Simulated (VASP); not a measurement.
**CdS (relaxed from the rock salt structure, space group Fm-3m): computed properties**

These are r2SCAN meta-GGA, VASP's PBE PAW potentials (set 64) (plane waves; VASP 6.6.1) values and carry that method's errors.

| Quantity | Value |
|---|---|
| space group | Fm-3m (225) |
| cell | a = b = c = 5.451 Å, α = β = γ = 90.00° |
| volume per atom | 20.24 Å³/atom |
| band gap (over mesh and band path) | 0.73 eV |
| smallest direct gap (over mesh and band path) | 2.36 eV |
| band-edge character | indirect, K-Γ at 0.44 to X |
| density | 5.93 g/cm³ |

```yaml
crystal:
  lattice:
    - [0.00000, 2.72527, 2.72527]
    - [2.72527, 0.00000, 2.72527]
    - [2.72527, 2.72527, 0.00000]
  atoms:
    - { symbol: Cd, position: [0.00000, 0.00000, 0.00000] }
    - { symbol: S, position: [0.50000, 0.50000, 0.50000] }
```

The structure was generated: CdS was put into the rock salt type (Fm-3m), which need not be its known phase. It was relaxed first. Symmetry was kept, so distortions that lower it aren't found.
